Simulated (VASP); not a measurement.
Here is the system:

```yaml
crystal:
  lattice:
    - [4.48329, 0.00000, 0.00000]
    - [0.00000, 4.48329, 0.00000]
    - [0.00000, 0.00000, 4.48329]
  atoms:
    - { symbol: Mn, position: [0.86277, 0.63723, 0.36277], spin: 1.1 }
    - { symbol: Mn, position: [0.36277, 0.86277, 0.63723], spin: 1.1 }
    - { symbol: Mn, position: [0.13723, 0.13723, 0.13723], spin: 1.1 }
    - { symbol: Mn, position: [0.63723, 0.36277, 0.86277], spin: 1.1 }
    - { symbol: Si, position: [0.15459, 0.34541, 0.65459] }
    - { symbol: Si, position: [0.65459, 0.15459, 0.34541] }
    - { symbol: Si, position: [0.84541, 0.84541, 0.84541] }
    - { symbol: Si, position: [0.34541, 0.65459, 0.15459] }
```

Computed with PBE GGA, VASP's PBE PAW potentials (set 64) (plane waves; VASP 6.6.1). Run with 500 eV cut-off, 7×7×7 Γ-centred mesh, first-order Methfessel-Paxton smearing of 0.10 eV, potentials Mn_pv Si.

The moments were started parallel, and other spin orders were not tried in this run.

Task: Predict the cell moment, energy per atom (σ→0), pressure, band gap (on the k-mesh) with the smallest direct gap where there is one.

Result: 
```
Property                                                    Result
------------------------  ----------------------------------------
band gap (on the k-mesh)  none (metal, semimetal or under 0.01 eV)
cell moment                                                3.98 μB
energy per atom (σ→0)                               -7.674 eV/atom
pressure                                                  5.01 GPa
```

Task: Give the moment on each site (PAW-sphere projection).

Result: 
```json
[
 {"site": "Mn1", "moment (μB)": "1.05"},
 {"site": "Mn2", "moment (μB)": "1.05"},
 {"site": "Mn3", "moment (μB)": "1.05"},
 {"site": "Mn4", "moment (μB)": "1.05"},
 {"site": "Si5", "moment (μB)": "-0.05"},
 {"site": "Si6", "moment (μB)": "-0.05"},
 {"site": "Si7", "moment (μB)": "-0.05"},
 {"site": "Si8", "moment (μB)": "-0.05"}
]
```

Total energies compare only between runs with the same potentials, cut-off and functional.

The compound is MnSi in the B20 structure. It was relaxed first under an external pressure of 5 GPa.
